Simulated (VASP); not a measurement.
The input files of a VASP run:

**INCAR**
```
SYSTEM = KF
PREC = Accurate
ENCUT = 520
EDIFF = 1E-6
NELM = 100
ALGO = Normal
LREAL = .FALSE.
LASPH = .TRUE.
ISMEAR = 0
SIGMA = 0.05
GGA = PE
LWAVE = .FALSE.
LCHARG = .FALSE.
ISIF = 2
```

### POSCAR
```
KF
1
    0.0000000000     2.6750030281     2.6750206897
    2.6749682619     0.0000000000     2.6750280353
    2.6749672354     2.6749785596     0.0000000000
K F
1 1
Direct
  0.0000000000   0.0000000000   0.0000000000
  0.5000000000   0.5000000000   0.5000000000
```

File KPOINTS:
```
Automatic mesh
0
Gamma
7 7 7
0 0 0
```

POTCAR, in this order: K_sv F (PBE.64 set). Program: vasp_std.

The run wrote:

**standard output**
```
 POSCAR found type information on POSCAR K F
 POSCAR found :  2 types and       2 ions
 Reading from existing POTCAR
 Reading from existing POTCAR

 -----------------------------------------------------------------------------
|                                                                             |
|           W    W    AA    RRRRR   N    N  II  N    N   GGGG   !!!           |
|           W    W   A  A   R    R  NN   N  II  NN   N  G    G  !!!           |
|           W    W  A    A  R    R  N N  N  II  N N  N  G       !!!           |
|           W WW W  AAAAAA  RRRRR   N  N N  II  N  N N  G  GGG   !            |
|           WW  WW  A    A  R   R   N   NN  II  N   NN  G    G                |
|           W    W  A    A  R    R  N    N  II  N    N   GGGG   !!!           |
|                                                                             |
|     Inconsistent Bravais lattice types found for crystalline and            |
|     reciprocal lattice:                                                     |
|                                                                             |
|        Crystalline: base-centered monoclinic                                |
|        Reciprocal : body-centered orthorhombic                              |
|                    (instead of base-centered monoclinic)                    |
|                                                                             |
|     In most cases this is due to inaccuracies in the specification of       |
|     the crytalline lattice vectors.                                         |
|                                                                             |
|     Suggested SOLUTIONS:                                                    |
|      ) Refine the lattice parameters of your structure,                     |
|      ) and/or try changing SYMPREC.                                         |
|                                                                             |
 -----------------------------------------------------------------------------

 LDA part: xc-table for (Slater+PW92), standard interpolation

 -----------------------------------------------------------------------------
|                                                                             |
|     EEEEEEE  RRRRRR   RRRRRR   OOOOOOO  RRRRRR      ###     ###     ###     |
|     E        R     R  R     R  O     O  R     R     ###     ###     ###     |
|     E        R     R  R     R  O     O  R     R     ###     ###     ###     |
|     EEEEE    RRRRRR   RRRRRR   O     O  RRRRRR       #       #       #      |
|     E        R   R    R   R    O     O  R   R                               |
|     E        R    R   R    R   O     O  R    R      ###     ###     ###     |
|     EEEEEEE  R     R  R     R  OOOOOOO  R     R     ###     ###     ###     |
|                                                                             |
|     IBZKPT: not all point group operations associated with the symmetry     |
|     operators of the crystalline lattice are members of the point group     |
|     of the reciprocal lattice.                                              |
|                                                                             |
|       ---->  I REFUSE TO CONTINUE WITH THIS SICK JOB ... BYE!!! <----       |
|                                                                             |
 -----------------------------------------------------------------------------
```

**Question.** Read the log: what went wrong, and how is it fixed?

**Answer.** The cause: the lattice vectors carry noise near SYMPREC. VASP stops with an error: IBZKPT: not all point group operations associated with the symmetry operators of the crystalline lattice are members of the point group of the reciprocal lattice. ----> I REFUSE TO CONTINUE WITH THIS SICK JOB ... BYE!!! <---- To mend it, correct POSCAR.
File POSCAR:
```
KF
1
    0.0000000000     2.6750000000     2.6750000000
    2.6750000000     0.0000000000     2.6750000000
    2.6750000000     2.6750000000     0.0000000000
K F
1 1
Direct
  0.0000000000   0.0000000000   0.0000000000
  0.5000000000   0.5000000000   0.5000000000
```
The mended run (PBE GGA, plane waves, VASP's PBE PAW potentials (set 64)) converges, and its OSZICAR ends with
```
   1 F= -.82913862E+01 E0= -.82913862E+01  d E =-.452948E-19
```

The compound is KF in the rock salt structure. The cell was not relaxed at this level.
